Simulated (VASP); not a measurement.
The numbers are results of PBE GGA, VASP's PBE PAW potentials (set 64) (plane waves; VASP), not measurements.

VASP input:

**INCAR**
```
# general
SYSTEM = BN
PREC   = Accurate
ENCUT  = 520
LREAL  = .False.
LASPH  = .True.

# electronic loop
EDIFF  = 1E-6
NELM   = 100
ALGO   = Normal

# smearing
ISMEAR = 0
SIGMA  = 0.05

# functional
GGA    = PE

# ions
IBRION = 2
NSW    = 60
ISIF   = 3
EDIFFG = -0.01

# output
LWAVE  = .False.
LCHARG = .False.
```

**KPOINTS**
```
kpoints
0
G
11 11 6
0 0 0
```

### POSCAR
```
BN
1.0
  1.2750000000  -2.2083650000   0.0000000000
  1.2750000000   2.2083650000   0.0000000000
  0.0000000000   0.0000000000   4.2200000000
B N
2 2
Cart
  1.2750000000  -0.7361231389   2.1100000000
  1.2750000000   0.7361231389   0.0000000000
  1.2750000000  -0.7361231389   3.6925000000
  1.2750000000   0.7361231389   1.5825000000
```

POTCAR, in this order: B N (PBE.64 set). Program: vasp_std.

The resulting files:

File OSZICAR:
```
       N       E                     dE             d eps       ncg     rms          rms(c)
DAV:   1     0.477312864789E+02    0.47731E+02   -0.87665E+03  1536   0.131E+03
DAV:   2    -0.342673343932E+02   -0.81999E+02   -0.76531E+02  2092   0.268E+02
DAV:   3    -0.367433851207E+02   -0.24761E+01   -0.24671E+01  2044   0.471E+01
DAV:   4    -0.367582283521E+02   -0.14843E-01   -0.14828E-01  1896   0.368E+00
DAV:   5    -0.367584069023E+02   -0.17855E-03   -0.17852E-03  2000   0.373E-01    0.945E+00
DAV:   6    -0.350002067950E+02    0.17582E+01   -0.47796E+00  1908   0.181E+01    0.454E+00
DAV:   7    -0.348614054739E+02    0.13880E+00   -0.22889E-01  1828   0.471E+00    0.271E+00
DAV:   8    -0.348322484630E+02    0.29157E-01   -0.72569E-02  1732   0.253E+00    0.224E-01
DAV:   9    -0.348314364275E+02    0.81204E-03   -0.21655E-03  1976   0.488E-01    0.122E-01
DAV:  10    -0.348316772140E+02   -0.24079E-03   -0.39115E-04  1820   0.197E-01    0.261E-02
DAV:  11    -0.348316824735E+02   -0.52595E-05   -0.65718E-05  1944   0.709E-02    0.135E-02
DAV:  12    -0.348316836646E+02   -0.11911E-05   -0.90567E-06  1936   0.298E-02    0.219E-03
DAV:  13    -0.348316838076E+02   -0.14300E-06   -0.22653E-07  1084   0.542E-03
   1 F= -.34831684E+02 E0= -.34831684E+02  d E =-.348317E+02
       N       E                     dE             d eps       ncg     rms          rms(c)
DAV:   1    -0.348352074991E+02   -0.35238E-02   -0.15406E-01  1876   0.405E+00    0.415E-01
DAV:   2    -0.348318640458E+02    0.33435E-02   -0.86791E-03  1860   0.914E-01    0.151E-01
DAV:   3    -0.348316041290E+02    0.25992E-03   -0.11350E-03  1944   0.291E-01    0.464E-02
DAV:   4    -0.348315586172E+02    0.45512E-04   -0.99112E-05  1920   0.942E-02    0.223E-02
DAV:   5    -0.348315488925E+02    0.97247E-05   -0.23514E-05  1920   0.423E-02    0.896E-03
DAV:   6    -0.348315483541E+02    0.53848E-06   -0.88542E-07  1068   0.109E-02
   2 F= -.34831548E+02 E0= -.34831548E+02  d E =0.135454E-03
       N       E                     dE             d eps       ncg     rms          rms(c)
DAV:   1    -0.348335167260E+02   -0.19678E-02   -0.41206E-02  1868   0.210E+00    0.215E-01
DAV:   2    -0.348326268810E+02    0.88985E-03   -0.22990E-03  1860   0.472E-01    0.790E-02
DAV:   3    -0.348325579724E+02    0.68909E-04   -0.30740E-04  1928   0.152E-01    0.240E-02
DAV:   4    -0.348325469162E+02    0.11056E-04   -0.26345E-05  1912   0.487E-02    0.116E-02
DAV:   5    -0.348325451943E+02    0.17219E-05   -0.62394E-06  1824   0.219E-02    0.468E-03
DAV:   6    -0.348325453056E+02   -0.11128E-06   -0.24215E-07   900   0.569E-03
   3 F= -.34832545E+02 E0= -.34832545E+02  d E =-.861498E-03
```

**OUTCAR**
```
------------------------ aborting loop because EDIFF is reached ----------------------------------------
  FORCE on cell =-STRESS in cart. coord.  units (eV):
  Direction    XX          YY          ZZ          XY          YZ          ZX
  --------------------------------------------------------------------------------------
  Total        0.0110762      0.0110762     -0.0059949      0.0000000      0.0000000      0.0000000
  in kB        0.7429152      0.7429153     -0.4020974      0.0000000      0.0000000      0.0000000
  external PRESSURE =       0.3612444 kB  Pullay stress =       0.0000000 kB
  volume of cell :       23.89
      direct lattice vectors                 reciprocal lattice vectors
     1.277460457 -2.212626638  0.000000000     0.391401548 -0.225975766 -0.000000000
     1.277460457  2.212626638 -0.000000000     0.391401548  0.225975766  0.000000000
     0.000000000 -0.000000000  4.225502486     0.000000000  0.000000000  0.236658244
  FREE ENERGIE OF THE ION-ELECTRON SYSTEM (eV)
  ---------------------------------------------------
  free  energy   TOTEN  =       -34.8325453056 eV

  energy  without entropy=      -34.8325453056  energy(sigma->0) =      -34.83254531

 reached required accuracy - stopping structural energy minimisation
```
(Selected blocks of OUTCAR.)

File CONTCAR:
```
BN
   1.00000000000000
     1.2774604568406325   -2.2126266375334791    0.0000000000000000
     1.2774604568406325    2.2126266375334791   -0.0000000000000000
     0.0000000000000000   -0.0000000000000000    4.2255024862733244
  B               N
     2     2
Direct
     0.6666669999999968    0.3333330000000032    0.5002370285229815
     0.3333330000000032    0.6666669999999968    0.0002370285229815
     0.6666669999999968    0.3333330000000032    0.8747629714770185
     0.3333330000000032    0.6666669999999968    0.3747629714770185
```

The compound is BN in the wurtzite structure, a metastable high-pressure form. This run relaxes it. Symmetry was kept, so distortions that lower it aren't found.
